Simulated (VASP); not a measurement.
Input of a VASP 6.6.1 run:

Contents of INCAR:

```
PREC = Accurate ; ENCUT = 520
EDIFF = 1E-6 ; ISMEAR = 0
SIGMA = 0.03 ; LREAL = False
LASPH = True ; NELM = 150
ALGO = Normal ; ISIF = 2
LWAVE = False ; LCHARG = False
METAGGA = R2SCAN ; LMIXTAU = True
KPAR = 8
```

File KPOINTS:

```
Automatic mesh
0
Gamma
  8 8 4
```

POSCAR

```
Be3Te2Se                                
1.0
    3.9023838130      0.0000000000      0.0000000000
   -1.9511919115      3.3795635171      0.0000000000
    0.0000000000      0.0000000000      9.5432455943
  Be              Te              Se            
     3     2     1
Direct
     0.3333333300000021    0.6666666699999979    0.5830352511632100
     0.0000000000000000    0.0000000000000000    0.2355744773434409
     0.6666666699999979    0.3333333300000021    0.9305714622651351
     0.3333333300000021    0.6666666699999979    0.3270289054895557
     0.6666666699999979    0.3333333300000021    0.6730654905706217
     0.0000000000000000    0.0000000000000000    0.0007244131680295
```

Potentials or basis: VASP PAW PBE potentials, release 64 (Be, Te, Se).

Run with:

```console
$ cat potpaw_PBE.64/Be/POTCAR potpaw_PBE.64/Te/POTCAR potpaw_PBE.64/Se/POTCAR > POTCAR
$ mpirun -np 8 vasp_std > vasp.out
```

Task: Predict the pressure.

Result: -0.3 GPa.

Task: Estimate the largest force.

Result: 0.021 eV/Å.

Task: Predict the band gap on the k mesh.

Result: 2.24 eV, indirect (least direct gap 2.72 eV).

Forces on the atoms (eV/Å):
```
Be   0.000  0.000  0.011
Be   0.000  0.000 -0.021
Be   0.000  0.000  0.003
Te   0.000  0.000 -0.013
Te   0.000  0.000  0.009
Se   0.000  0.000  0.012
```

Caveat: the PAW data sets were made with another functional, which shifts forces and pressure a little; spin-orbit coupling is left out, which moves the levels of the heavy elements. r2SCAN opens gaps a little over a GGA but as a rule still falls short of measured ones.
